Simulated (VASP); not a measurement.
A run of VASP 6.6.1:

The input INCAR:

```
PREC = Accurate
ENCUT = 520
EDIFF = 1E-7
ISMEAR = 0
SIGMA = 0.03
LREAL = F
LASPH = T
NELM = 80
ALGO = Normal
ISIF = 2
LWAVE = F
LCHARG = F
MAGMOM = 0 0 0 0 0 0
LORBIT = 11
LSORBIT = T
GGA_COMPAT = F
GGA = PS
NBANDS = 32
```

KPOINTS

```
regular mesh
0
Gamma
  6 6 6
```

POSCAR

```
HgTe                                    
1.0
    0.0000000000      3.2580088205      3.2580088205
    3.2580088205      0.0000000000      3.2580088205
    3.2580088205      3.2580088205      0.0000000000
  Hg              Te            
     1     1
Direct
     0.0000000000000000    0.0000000000000000    0.0000000000000000
     0.2500000000000000    0.2500000000000000    0.2500000000000000
```

KPOINTS_OPT

```
explicit points
159
Reciprocal
 0.0000000000  0.0000000000  0.0000000000 1
 0.0357142857  0.0000000000  0.0357142857 1
 0.0714285714  0.0000000000  0.0714285714 1
 0.1071428571  0.0000000000  0.1071428571 1
 0.1428571429  0.0000000000  0.1428571429 1
 0.1785714286  0.0000000000  0.1785714286 1
[... 151 lines left out ...]
 0.4250000000  0.0000000000  0.4250000000 1
 0.4500000000  0.0000000000  0.4500000000 1
```

Potentials or basis: VASP PAW PBE potentials, release 64 (Hg, Te).

Launch:

```sh
$ cat potpaw_PBE.64/Hg/POTCAR potpaw_PBE.64/Te/POTCAR > POTCAR
$ mpirun -np 1 vasp_ncl > vasp.out
```

Hardware: 1 thread of Intel(R) Xeon(R) Platinum 8488C (Sapphire Rapids), on a shared host.

How long does it take, and how much memory?

Wall time 8.1 min on 1 thread of Intel(R) Xeon(R) Platinum 8488C (Sapphire Rapids), on a shared host, peak memory 0.41 GiB. Counts: scf iterations 86, k points 22.
